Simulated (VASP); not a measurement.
Here is a VASP 6.6.1 calculation.

File INCAR:

```
SYSTEM = Be3Os2
PREC = Accurate
ENCUT = 520
EDIFF = 1E-7
ISMEAR = 0
SIGMA = 0.2233
LREAL = .FALSE.
LASPH = .TRUE.
NELM = 60
ALGO = Normal
ISIF = 2
LWAVE = .FALSE.
LCHARG = .FALSE.
GGA = PE
NBANDS = 33
```

File KPOINTS:

```
Automatic mesh
0
Gamma
  7 7 7
  0.5 0.5 0.5
```

File POSCAR:

```
Be3Os2
1.0
    0.0000000000      2.8147500000      0.0000000000
    5.5033960000     -1.4073750000      0.0000000000
   -2.0922150000      1.4073750000     -6.5139090000
Be Os
6 4
Direct
    0.6590500000      0.8064500000      0.4883500000
    0.3409500000      0.1935500000      0.5116500000
    0.7692500000      0.6560500000      0.1175500000
    0.2307500000      0.3439500000      0.8824500000
    0.9503500000      0.6316900000      0.7309900000
    0.0496500000      0.3683100000      0.2690100000
    0.4098300000      0.7677400000      0.9480800000
    0.5901700000      0.2322600000      0.0519200000
    0.1369000000      0.9807200000      0.7069200000
    0.8631000000      0.0192800000      0.2930800000
```

Potentials or basis: VASP PAW PBE potentials, release 64 (Be, Os).

Run with:

```bash
$ cat potpaw_PBE.64/Be/POTCAR potpaw_PBE.64/Os/POTCAR > POTCAR
$ mpirun -np 1 vasp_std > vasp.out
```

Problem. What does it give for the largest force?

Solution. 7.405 eV/Å.

Problem. What does it give for the pressure?

Solution. 75.1 GPa.

Stress tensor (GPa, compression positive):
```
95.10  0.00 -3.20
 0.00 59.90  0.00
-3.20  0.00 70.16
```

Caveat: a pressure of tens of GPa on the cell as given is suspect, and the run, the potentials or the cell itself is likely at fault; forces of over 1 eV/Å show positions far from the minimum, so gaps and moduli don't describe the material at rest. The run has no spin-orbit coupling, so splittings on Os are missing.
